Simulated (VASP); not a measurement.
# RPA total energies of LiH, part 2 of 6

How do semilocal functionals compare with the RPA for LiH, and at what cost? The scan starts from a database cell scaled to its smallest volume. The cell is of the rock-salt type. The start is a cell from a database of measured crystal structures.

VASP 6.6.1, plane waves and PAW; the level of theory is named at each step.

So far. Step 3 (Exact exchange, volume ratio 0.94): The Hartree-Fock energy on these orbitals is -4.5956 eV an atom. Step 4 (Empty bands, volume ratio 0.94): WAVECAR now holds 304 bands for 2 electrons.

The database entry behind the starting cell differs from other determinations of this structure, so it need not match the best structure at room temperature.

### 5. RPA correlation, volume ratio 0.94

This step: RPA correlation on PBE orbitals; plane waves and PAW (Li_GW, H_GW) (VASP 6.6.1).

The RPA correlation energy follows from the response function on imaginary frequencies; VASP computes it for a row of response cutoffs and extrapolates.

File INCAR:

```
SYSTEM = LiH
PREC = Accurate
ENCUT = 410
ISMEAR = 0
SIGMA = 0.05
LREAL = .FALSE.
GGA = PE
NBANDS = 304
ALGO = ACFDT
ENCUTGW = 200
NOMEGA = 12
PRECFOCK = Fast
LWAVE = .FALSE.
LCHARG = .FALSE.
```

File POSCAR:

```
LiH
1.0
    0.0000000000      1.9951720069      1.9951720069
    1.9951720069      0.0000000000      1.9951720069
    1.9951720069      1.9951720069      0.0000000000
Li H
1 1
Direct
    0.0000000000      0.0000000000      0.0000000000
    0.5000000000      0.5000000000      0.5000000000
```

File KPOINTS:

```
Automatic mesh
0
Gamma
4 4 4
0 0 0
```

PAW data sets: Li_GW and H_GW (PBE family, release 64).

Command:

```
mpirun -np 8 vasp_std
```

Standard output:

```text
[banner, memory and clock lines left out]
running    8 mpi-ranks, on    1 nodes
 distrk:  each k-point on    8 cores,    1 groups
 distr:  one band on    1 cores,    8 groups

 POSCAR found type information on POSCAR LiH
 POSCAR found :  2 types and       2 ions
 [... a notice as in an earlier step ...]

 LDA part: xc-table for (Slater+PW92), standard interpolation
 found WAVECAR, reading the header
 POSCAR, INCAR and KPOINTS ok, starting setup
 FFT: planning ... GRIDC
 FFT: planning ... GRID_SOFT
 FFT: planning ... GRID
 reading WAVECAR
 the WAVECAR file was read successfully
 initial charge from wavefunction
 available memory per node:     32.01 GB, setting MAXMEM to     32777

 The Fermi energy was updated, please check that it is located mid-gap
 values below the HOMO (VB) or above the LUMO (CB) will cause erroneous energies
 E-fermi :  -1.1311

 the WAVEDER file was read successfully
 set NWRITE>2 for more details about minimax calculation
 number of imaginary grid points requested:      12
 number of distinct grids requested:  1
 quadrature errors minimized for energies in [ 0.295E+01, 0.411E+03 ]
 bosonic grid (T=0, re) determined with error: 0.7019E-08
 bosonic grid (re): 0.7019E-08
       0.6541       2.1049       4.0255       6.8800      11.4077
      18.8574      31.4172      53.0462      91.2356     161.5321
     304.5386     707.9540
energies w=
    0.000    0.654    0.000    2.105    0.000    4.025    0.000    6.880
    0.000   11.408    0.000   18.857    0.000   31.417    0.000   53.046
    0.000   91.236    0.000  161.532    0.000  304.539    0.000  707.954
 responsefunction array rank=     120
 LDA part: xc-table for (Slater+PW92), standard interpolation

 min. memory requirement per mpi rank     51.5 MB, per node    411.9 MB

 allocating   2 responsefunctions rank=   120
 shmem allocating  12 responsefunctions rank=   120
 response function shared by NCSHMEM nodes    1
 Doing            2  frequencies on each core in blocks of           12
NQ=   1    0.0000    0.0000    0.0000,
|.........|.........|.........|.........
 performed        232000 updates of chi_q(r,r)
 total number of BLAS operations         23.77 Gflops
NQ=   2    0.2500    0.0000    0.0000,
|.........|.........|.........|.........
 performed        464000 updates of chi_q(r,r)
 total number of BLAS operations         41.65 Gflops
NQ=   3    0.5000    0.0000    0.0000,
|.........|.........|.........|.........
 performed        696000 updates of chi_q(r,r)
 total number of BLAS operations         63.36 Gflops
NQ=   4    0.2500    0.2500    0.0000,
|.........|.........|.........|.........
 performed        928000 updates of chi_q(r,r)
 total number of BLAS operations         82.35 Gflops
NQ=   5    0.5000    0.2500    0.0000,
|.........|.........|.........|.........
 performed       1160000 updates of chi_q(r,r)
 total number of BLAS operations        100.97 Gflops
NQ=   6   -0.2500    0.2500    0.0000,
|.........|.........|.........|.........
 performed       1392000 updates of chi_q(r,r)
 total number of BLAS operations        118.49 Gflops
NQ=   7    0.5000    0.5000    0.0000,
|.........|.........|.........|.........
 performed       1624000 updates of chi_q(r,r)
 total number of BLAS operations        140.20 Gflops
NQ=   8   -0.2500    0.5000    0.2500,
|.........|.........|.........|.........
 performed       1856000 updates of chi_q(r,r)
 total number of BLAS operations        158.82 Gflops
 entering main loop
```

It took 4.6 s on 8 MPI ranks of Intel Xeon 6975P-C (Granite Rapids), shared host; peak memory 1 GiB; 26 s of CPU time.

OUTCAR, selected parts (step 5):

```text
   k-points           NKPTS =      8   k-points in BZ     NKDIM =     64   number of bands    NBANDS=    304

   NELECT =       2.0000    total number of electrons

 E-fermi :  -1.1311

 Hartree contr. to MP2           -1.093793      0.000000

 Hartree contr. to MP2           -0.581940      0.000000

 Hartree contr. to MP2           -0.129787      0.000000

 Hartree contr. to MP2           -0.258202      0.000000

      cutoff energy     smooth cutoff   RPA   correlation   Hartree contr. to MP2

      cutoff energy     smooth cutoff   RPA   correlation   Hartree contr. to MP2
---------------------------------------------------------------------------------
            200.000           160.000       -2.3148607748       -3.2548047357
            190.476           152.381       -2.3054963550       -3.2439626729
            181.406           145.125       -2.2955589534       -3.2323859206
            172.768           138.214       -2.2847049618       -3.2196750165
            164.541           131.632       -2.2728777364       -3.2057138661
            156.705           125.364       -2.2606179264       -3.1911266200
            149.243           119.394       -2.2476264259       -3.1755910416
            142.136           113.709       -2.2334462705       -3.1585349608
  linear regression

  converged value                           -2.4364902711       -3.3989463801

[... 7 parts as in an earlier step ...]

[... 2 further parts left out ...]
```

Read from the output:

```
RPA correlation energy : -2.436 eV
```

The correlation energy is -1.2182 eV an atom. With exact exchange the total is -5.8139 eV an atom.

### 6. Comparison: r2SCAN, volume ratio 0.94

This step: r2SCAN; plane waves and PAW (Li_GW, H_GW) (VASP 6.6.1).

For comparison the same cell is computed with r2SCAN.

File INCAR:

```
SYSTEM = LiH
PREC = Accurate
ENCUT = 410
EDIFF = 1E-06
NELM = 100
ISMEAR = 0
SIGMA = 0.05
LREAL = .FALSE.
ALGO = Normal
METAGGA = R2SCAN
LASPH = .TRUE.
NBANDS = 7
LWAVE = .FALSE.
LCHARG = .FALSE.
KPAR = 8
```

POSCAR is that of step 5.

KPOINTS is that of step 5.

Command:

```
mpirun -np 8 vasp_std
```

Standard output:

```text
[banner, memory and clock lines left out]
running    8 mpi-ranks, on    1 nodes
 distrk:  each k-point on    1 cores,    8 groups
 distr:  one band on    1 cores,    1 groups

 POSCAR found type information on POSCAR LiH
 POSCAR found :  2 types and       2 ions
 [... a notice as in an earlier step ...]

|                                                                             |
|               ----> ADVICE to this user running VASP <----                  |
|                                                                             |
|     You enforced a specific xc type in the INCAR file but a different       |
|     [... a line on the potential file left out ...]
|     I HOPE YOU KNOW WHAT YOU ARE DOING!                                     |
|                                                                             |

 LDA part: xc-table for (None), standard interpolation
 POSCAR, INCAR and KPOINTS ok, starting setup
 FFT: planning ... GRIDC
 FFT: planning ... GRID_SOFT
 FFT: planning ... GRID
 WAVECAR not read
 entering main loop
       N       E                     dE             d eps       ncg     rms          rms(c)
DAV:   1    -0.567178E+01   -0.56718E+01   -0.14033E+03   112   0.218E+02
DAV:   2    -0.700139E+01   -0.13296E+01   -0.13296E+01   140   0.177E+01
DAV:   3    -0.701349E+01   -0.12104E-01   -0.12104E-01   140   0.169E+00
DAV:   4    -0.701352E+01   -0.29129E-04   -0.29129E-04   175   0.665E-02
DAV:   5    -0.701352E+01   -0.35379E-06   -0.35379E-06   119   0.332E-03    0.287E+00
DAV:   6    -0.676369E+01    0.24983E+00   -0.14399E-01   119   0.173E+00    0.155E+00
DAV:   7    -0.670598E+01    0.57711E-01   -0.18813E-01   112   0.186E+00    0.225E-01
DAV:   8    -0.670830E+01   -0.23247E-02   -0.44985E-03   126   0.429E-01    0.765E-02
DAV:   9    -0.670853E+01   -0.22399E-03   -0.19933E-04   112   0.812E-02    0.108E-02
DAV:  10    -0.670849E+01    0.41756E-04   -0.47249E-06   126   0.152E-02    0.313E-03
DAV:  11    -0.670848E+01    0.70816E-05   -0.14793E-06   126   0.707E-03    0.495E-04
DAV:  12    -0.670848E+01   -0.47445E-06   -0.85198E-09    56   0.637E-04
   1 F= -.67084802E+01 E0= -.67084802E+01  d E =-.157472E-11
```

Wall time 3.8 s (8 MPI ranks); peak memory 0.86 GiB.

Parts of OUTCAR (step 6):

```text
   NELECT =       2.0000    total number of electrons

 E-fermi :  -2.6757

 k-point     1 :       0.0000    0.0000    0.0000
  band No.  band energies     occupation
      1      -8.5011      2.00000
      2      14.7799      0.00000
      3      16.3637      0.00000
      4      16.3637      0.00000
      5      16.3637      0.00000
      6      21.1881      0.00000
    ...

  Total       -0.0258840     -0.0258840     -0.0258840      0.0000000      0.0000000     -0.0000000
  in kB       -2.6107847     -2.6107847     -2.6107847      0.0000000      0.0000000     -0.0000000
  external PRESSURE =      -2.6107847 kB  Pullay stress =       0.0000000 kB

 POSITION                                       TOTAL-FORCE (eV/Angst)
 -----------------------------------------------------------------------------------
      0.00000      0.00000      0.00000         0.000000      0.000000      0.000000
      1.99517      1.99517      1.99517        -0.000000     -0.000000     -0.000000
 -----------------------------------------------------------------------------------
    total drift:                                0.000000      0.000000      0.000000

  FREE ENERGIE OF THE ION-ELECTRON SYSTEM (eV)
  ---------------------------------------------------
  free  energy   TOTEN  =        -6.7084802059 eV

  energy  without entropy=       -6.7084802059  energy(sigma->0) =       -6.70848021

[... 8 parts as in an earlier step ...]

[... 8 further parts left out ...]
```

The PAW data sets were made with PBE, which is usual practice but a small mismatch for other functionals.

This step gave:

```
free energy (TOTEN)            : -6.708 eV
Fermi energy                   : -2.676 eV
pressure                       : -0.2611 GPa
gap on the k-mesh              : 3.596 eV
least direct gap on the k-mesh : 3.596 eV
```

Its energy is -3.3542 eV an atom, on a zero of its own.

### 7. Orbitals for comparison: HSE06, volume ratio 0.94

This step: PBE; plane waves and PAW (Li_GW, H_GW) (VASP 6.6.1).

A hybrid converges faster from good orbitals, so a cheap PBE run writes WAVECAR first.

File INCAR:

```
SYSTEM = LiH
PREC = Accurate
ENCUT = 410
EDIFF = 1E-05
NELM = 100
ISMEAR = 0
SIGMA = 0.05
LREAL = .FALSE.
ALGO = Normal
GGA = PE
NBANDS = 7
LORBIT = 11
LWAVE = .TRUE.
LCHARG = .FALSE.
KPAR = 8
```

POSCAR is that of step 6.

KPOINTS is that of step 6.

Command:

```
mpirun -np 8 vasp_std
```

Standard output:

```text
[banner, memory and clock lines left out]
running    8 mpi-ranks, on    1 nodes
 distrk:  each k-point on    1 cores,    8 groups
 distr:  one band on    1 cores,    1 groups

 POSCAR found type information on POSCAR LiH
 POSCAR found :  2 types and       2 ions
 [... a notice as in an earlier step ...]

 LDA part: xc-table for (Slater+PW92), standard interpolation
 POSCAR, INCAR and KPOINTS ok, starting setup
 FFT: planning ... GRIDC
 FFT: planning ... GRID_SOFT
 FFT: planning ... GRID
 WAVECAR not read
 entering main loop
       N       E                     dE             d eps       ncg     rms          rms(c)
[... 4 cycles as in an earlier step ...]
DAV:   5    -0.631535E+01   -0.83114E-08   -0.83227E-08   112   0.658E-04    0.279E+00
DAV:   6    -0.615106E+01    0.16429E+00   -0.13037E-01   119   0.117E+00    0.145E+00
DAV:   7    -0.609330E+01    0.57757E-01   -0.17701E-01   112   0.156E+00    0.232E-01
DAV:   8    -0.609467E+01   -0.13717E-02   -0.26731E-03   112   0.286E-01    0.348E-02
DAV:   9    -0.609463E+01    0.41386E-04   -0.82980E-05   126   0.335E-02    0.252E-03
DAV:  10    -0.609462E+01    0.48346E-05   -0.45625E-06    56   0.134E-02
   1 F= -.60946246E+01 E0= -.60946246E+01  d E =-.108976E-10
 writing wavefunctions
```

Run time: 1 s. Hardware: 8 MPI ranks; peak memory 0.86 GiB; 3.5 s of CPU time.

Parts of OUTCAR (step 7):

```text
   NELECT =       2.0000    total number of electrons

 E-fermi :  -2.3920

 k-point     1 :       0.0000    0.0000    0.0000
  band No.  band energies     occupation
      1      -8.1305      2.00000
      2      13.6807      0.00000
      3      15.4114      0.00000
      4      15.4114      0.00000
      5      15.4114      0.00000
      6      20.1650      0.00000
    ...

  Total       -0.0094501     -0.0094501     -0.0094501     -0.0000000      0.0000000      0.0000000
  in kB       -0.9531790     -0.9531790     -0.9531790     -0.0000000      0.0000000      0.0000000
  external PRESSURE =      -0.9531790 kB  Pullay stress =       0.0000000 kB

 POSITION                                       TOTAL-FORCE (eV/Angst)
 -----------------------------------------------------------------------------------
      0.00000      0.00000      0.00000         0.000000     -0.000000      0.000000
      1.99517      1.99517      1.99517        -0.000000      0.000000     -0.000000
 -----------------------------------------------------------------------------------
    total drift:                                0.000000      0.000000      0.000000

  FREE ENERGIE OF THE ION-ELECTRON SYSTEM (eV)
  ---------------------------------------------------
  free  energy   TOTEN  =        -6.0946245622 eV

  energy  without entropy=       -6.0946245622  energy(sigma->0) =       -6.09462456

[... 8 parts as in an earlier step ...]

[... 9 further parts left out ...]
```

Read from the output:

```
free energy (TOTEN)            : -6.095 eV
Fermi energy                   : -2.392 eV
pressure                       : -0.09532 GPa
gap on the k-mesh              : 2.954 eV
least direct gap on the k-mesh : 2.954 eV
```

The run ends at a pressure of -0.10 GPa.

### 8. Comparison: HSE06, volume ratio 0.94

This step: HSE06; plane waves and PAW (Li_GW, H_GW) (VASP 6.6.1).

For comparison the same cell is computed with HSE06.

File INCAR:

```
SYSTEM = LiH
PREC = Accurate
ENCUT = 410
EDIFF = 1E-06
NELM = 100
ISMEAR = 0
SIGMA = 0.05
LREAL = .FALSE.
ALGO = Normal
LHFCALC = .TRUE.
AEXX = 0.25
GGA = PE
HFSCREEN = 0.2
LASPH = .TRUE.
NBANDS = 7
PRECFOCK = Fast
LWAVE = .FALSE.
LCHARG = .FALSE.
KPAR = 8
```

POSCAR is that of step 7.

KPOINTS is that of step 7.

The run starts from files that an earlier step left in the folder.

Command:

```
mpirun -np 8 vasp_std
```

Standard output:

```text
[banner, memory and clock lines left out]
running    8 mpi-ranks, on    1 nodes
 distrk:  each k-point on    1 cores,    8 groups
 distr:  one band on    1 cores,    1 groups

 POSCAR found type information on POSCAR LiH
 POSCAR found :  2 types and       2 ions
 [... a notice as in an earlier step ...]

 LDA part: xc-table for (Slater+PW92), standard interpolation
 found WAVECAR, reading the header
 POSCAR, INCAR and KPOINTS ok, starting setup
 FFT: planning ... GRIDC
 FFT: planning ... GRID_SOFT
 FFT: planning ... GRID
 reading WAVECAR
 the WAVECAR file was read successfully
 initial charge from wavefunction
 entering main loop
       N       E                     dE             d eps       ncg     rms          rms(c)
DAV:   1    -0.676645E+01   -0.67664E+01   -0.63364E-02   112   0.109E+00    0.851E-02
DAV:   2    -0.676685E+01   -0.40439E-03   -0.55801E-04   112   0.126E-01    0.581E-02
DAV:   3    -0.676685E+01    0.14772E-05   -0.11140E-05   112   0.184E-02    0.363E-02
DAV:   4    -0.676685E+01    0.13825E-06   -0.69598E-06   112   0.116E-02
   1 F= -.67668507E+01 E0= -.67668507E+01  d E =-.738367E-18
```

Wall time 3.4 s (8 MPI ranks); peak memory 1.6 GiB.

From OUTCAR (step 8):

```text
   k-points           NKPTS =      8   k-points in BZ     NKDIM =     64   number of bands    NBANDS=      7

   NELECT =       2.0000    total number of electrons

 E-fermi :  -3.0470

 k-point     1 :       0.0000    0.0000    0.0000
  band No.  band energies     occupation
      1      -9.4774      2.00000
      2      14.8263      0.00000
      3      16.3642      0.00000
      4      16.3642      0.00000
      5      16.3642      0.00000
      6      20.9352      0.00000
    ...

 POSITION                                       TOTAL-FORCE (eV/Angst)
 -----------------------------------------------------------------------------------
      0.00000      0.00000      0.00000         0.000000      0.000000      0.000000
      1.99517      1.99517      1.99517         0.000000      0.000000      0.000000
 -----------------------------------------------------------------------------------
    total drift:                                0.000000      0.000000      0.000000

  FREE ENERGIE OF THE ION-ELECTRON SYSTEM (eV)
  ---------------------------------------------------
  free  energy   TOTEN  =        -6.7668507014 eV

  energy  without entropy=       -6.7668507014  energy(sigma->0) =       -6.76685070

[... 8 parts as in an earlier step ...]

[... 8 further parts left out ...]
```

The k-mesh is coarse for exact exchange; levels may shift by about 0.1 eV on a finer one.

Read from the output:

```
free energy (TOTEN)            : -6.767 eV
Fermi energy                   : -3.047 eV
gap on the k-mesh              : 4.010 eV
least direct gap on the k-mesh : 4.010 eV
```

Its energy is -3.3834 eV an atom, on a zero of its own.

### 9. Orbitals, volume ratio 0.97

This step: PBE; plane waves and PAW (Li_GW, H_GW) (VASP 6.6.1).

The same chain follows at a volume ratio of 0.97.

File INCAR:

```
SYSTEM = LiH
PREC = Accurate
ENCUT = 410
EDIFF = 1E-08
NELM = 100
ISMEAR = 0
SIGMA = 0.05
LREAL = .FALSE.
ALGO = Normal
GGA = PE
NBANDS = 7
LORBIT = 11
LWAVE = .TRUE.
LCHARG = .FALSE.
KPAR = 8
```

File POSCAR:

```
LiH
1.0
    0.0000000000      2.0161753610      2.0161753610
    2.0161753610      0.0000000000      2.0161753610
    2.0161753610      2.0161753610      0.0000000000
Li H
1 1
Direct
    0.0000000000      0.0000000000      0.0000000000
    0.5000000000      0.5000000000      0.5000000000
```

KPOINTS is that of step 8.

Command:

```
mpirun -np 8 vasp_std
```

Standard output:

```text
[... set-up lines as in an earlier step ...]
 entering main loop
       N       E                     dE             d eps       ncg     rms          rms(c)
DAV:   1    -0.532526E+01   -0.53253E+01   -0.79833E+02   119   0.164E+02
DAV:   2    -0.630886E+01   -0.98360E+00   -0.98360E+00   147   0.175E+01
DAV:   3    -0.631469E+01   -0.58293E-02   -0.58293E-02   154   0.153E+00
DAV:   4    -0.631469E+01   -0.32706E-05   -0.32706E-05   154   0.219E-02
[...]
DAV:  12    -0.609582E+01    0.65511E-07   -0.85481E-09   112   0.564E-04    0.264E-04
DAV:  13    -0.609582E+01   -0.61954E-07   -0.21660E-09    70   0.177E-04    0.169E-05
DAV:  14    -0.609582E+01    0.10337E-08   -0.13793E-10    56   0.731E-05
   1 F= -.60958243E+01 E0= -.60958243E+01  d E =-.665139E-11
 writing wavefunctions
```

The job ended after 1.2 s (8 MPI ranks; peak memory 0.9 GiB).

From OUTCAR (step 9):

```text
  Total       -0.1261334     -0.1261334     -0.1261334      0.0000000      0.0000000     -0.0000000
  in kB      -12.3289407    -12.3289407    -12.3289407      0.0000000      0.0000000     -0.0000000
  external PRESSURE =     -12.3289407 kB  Pullay stress =       0.0000000 kB

 POSITION                                       TOTAL-FORCE (eV/Angst)
 -----------------------------------------------------------------------------------
      0.00000      0.00000      0.00000        -0.000000      0.000000     -0.000000
      2.01618      2.01618      2.01618         0.000000     -0.000000      0.000000
 -----------------------------------------------------------------------------------
    total drift:                                0.000000      0.000000      0.000000

  FREE ENERGIE OF THE ION-ELECTRON SYSTEM (eV)
  ---------------------------------------------------
  free  energy   TOTEN  =        -6.0958242526 eV

  energy  without entropy=       -6.0958242526  energy(sigma->0) =       -6.09582425

[... 1 part as in an earlier step ...]

[... 2 further parts left out ...]
[key lines of the parts left out:]
E-fermi :  -2.4492
```

The run ends at a pressure of -1.23 GPa.

(Continued in part 3 of 6.)

[Long decimals in the printed logs are rounded to 6 places.]

[Lines on the potential files, build, host, timing and source positions are cut from VASP's logs without a mark.]

[Logs are printed without paths, hosts, clocks, repeated set-up lines and the standing remarks that a program may print on its own settings, such as how far it seeks lower states.]

[Hosts, paths, dates, database ids (printed as entryN), source tags and the programs' standing remarks are cut or masked in the printed files.]

[Measured values are set beside computed ones only where the two were judged alike; some that the calculation misses by far are left out.]

[Pressures printed for these runs are not shown converged in the cutoff: they can be off by several GPa and have the wrong sign.]
